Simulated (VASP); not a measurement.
Given:

```yaml
crystal:
  lattice:
    - [4.06583, 0.00000, 0.00000]
    - [-2.03291, 3.52111, 0.00000]
    - [0.00000, 0.00000, 6.64984]
  atoms:
    - { symbol: Hg, position: [0.33333, 0.66667, 0.99988] }
    - { symbol: Hg, position: [0.66667, 0.33333, 0.49988] }
    - { symbol: S, position: [0.33333, 0.66667, 0.37512] }
    - { symbol: S, position: [0.66667, 0.33333, 0.87512] }
```

All values below come from PBEsol GGA, VASP's PBE PAW potentials (set 64) (plane waves; VASP). Run with 500 eV cut-off, 9×9×5 Γ-centred mesh, first-order Methfessel-Paxton smearing of 0.10 eV, potentials Hg S.

Unless said otherwise, spin-orbit coupling is left out, though it shifts the bands of the heavy elements here.

### Question
What does the run give for the energy per atom (σ→0), pressure, band gap (on the k-mesh) with the smallest direct gap where there is one?

### Answer

- band gap (on the k-mesh) = none (metal, semimetal or under 0.01 eV)
- energy per atom (σ→0) = -2.611 eV/atom
- pressure = 4.95 GPa

Only differences to runs with the same potentials and settings are physical.

The structure was generated: HgS was put into the wurtzite type (P6_3mc), which need not be its known phase. It was relaxed first under an external pressure of 5 GPa.
